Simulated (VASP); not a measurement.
# Bulk modulus of fcc metals: LDA against PBE

VASP (plane waves, PAW); cells keep the symmetry of their structure type. Static lattice, from a third-order Birch-Murnaghan fit over five volumes at each level.

Here x stands for PBE B0 and y for LDA B0.

| solid | PBE B0 (GPa) | LDA B0 (GPa) | cut-off (eV) |
|---|---|---|---|
| Ca | 17.6 | ? | 520 |
| Al | 78.5 | 86.0 | 520 |
| Ag | 89.2 | 137.5 | 520 |
| Cu | 139.7 | 182.9 | 520 |
| Pd | 168.7 | 226.7 | 520 |
| Pt | 250.0 | 307.3 | 520 |
| Rh | 256.8 | 316.0 | 520 |
| Ir | 348.4 | 403.1 | 520 |

Using a straight line, estimate the missing y at x = 17.6 from the other rows, showing the fit.

With u = x - 190, the rows have u = -111.50, -100.80, -50.30, -21.30, 60.00, 66.80, 158.40. Means: u 0.18571, y 237.07. About the means, the sum of products is 65612 and the sum of squares of u is 58729; the slope is their ratio. Least squares gives y = 236.86 + 1.11720·u. Residuals (row less fit): -26.29, 13.25, 2.24, 13.64, 3.41, 4.51, -10.72; standard error 15.52 (degrees of freedom: 5). The slope is 1.12 with a standard error of 0.064. At the withheld row, u = -172.40, so y = 236.86 + 1.11720 × (-172.40) = 44.25 GPa. The calculation gives 18.0 GPa, 26.25 GPa below the prediction (6.8 % of the range of y in the table). The row lies outside the fitted rows, so this is an extrapolation. From the scatter of the fitted rows alone, a prediction at this place has a standard error of 19.94 GPa, so the miss is 1.3 times that.

The rows are a random draw from the solids of this series computed here; series whose standard error about the line passes 12 to 30 % of the range of y, or with no trend, aren't shown in this form.
